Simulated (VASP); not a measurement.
Consider the following.

```yaml
crystal:
  lattice:
    - [0.00000, 3.00762, 3.00762]
    - [3.00762, 0.00000, 3.00762]
    - [12.03320, 12.03320, -0.00273]
  atoms:
    - { symbol: Cd, position: [0.01009, 0.01009, 0.99244] }
    - { symbol: Cd, position: [0.00322, 0.00322, 0.24759] }
    - { symbol: Cd, position: [0.99715, 0.99715, 0.50213] }
    - { symbol: Cd, position: [0.98972, 0.98972, 0.75771] }
    - { symbol: Se, position: [0.25533, 0.25533, 0.05850] }
    - { symbol: Se, position: [0.24937, 0.24937, 0.31297] }
    - { symbol: Se, position: [0.24264, 0.24264, 0.56802] }
    - { symbol: S, position: [0.25248, 0.25248, 0.81064] }
```

Calculation: PBEsol GGA, VASP's PBE PAW potentials (set 64) (plane waves; VASP). Numerical set-up: 400 eV cut-off, Gaussian smearing of 0.050 eV, potentials Cd Se S.

Task: Give the energies of bands 27 to 40 at the high-symmetry points, in eV from the valence-band maximum.

Result: 
```tsv
band	Γ	T	H2	L	S0	F
27	-2.71	-1.35	-4.09	-4.08	-4.09	-4.10
28	-1.01	-1.24	-4.06	-4.04	-4.06	-4.02
29	-1.01	-1.00	-2.82	-2.22	-2.82	-2.19
30	-0.52	-1.00	-2.62	-2.14	-2.61	-2.08
31	-0.52	-0.59	-2.48	-2.02	-2.51	-2.07
32	-0.33	-0.59	-2.40	-1.69	-2.39	-1.95
33	-0.33	-0.21	-1.68	-1.42	-1.69	-1.52
34	-0.10	-0.21	-1.54	-1.34	-1.53	-1.31
35	0.00	-0.06	-1.46	-1.07	-1.48	-0.84
36	0.00	-0.06	-1.39	-0.91	-1.37	-0.79
37	0.52	1.46	3.88	2.95	3.81	2.35
38	2.13	1.55	3.90	3.03	4.06	2.99
39	2.32	2.33	4.20	3.30	4.07	3.55
40	2.42	2.47	4.33	3.41	4.37	3.73
```

The gap is direct, 0.52 eV, from the valence maximum at Γ to the conduction minimum at Γ.

The structure was generated: Cd4SSe3 was put into an ordered model structure (R3m), which need not be its known phase. It was relaxed first.
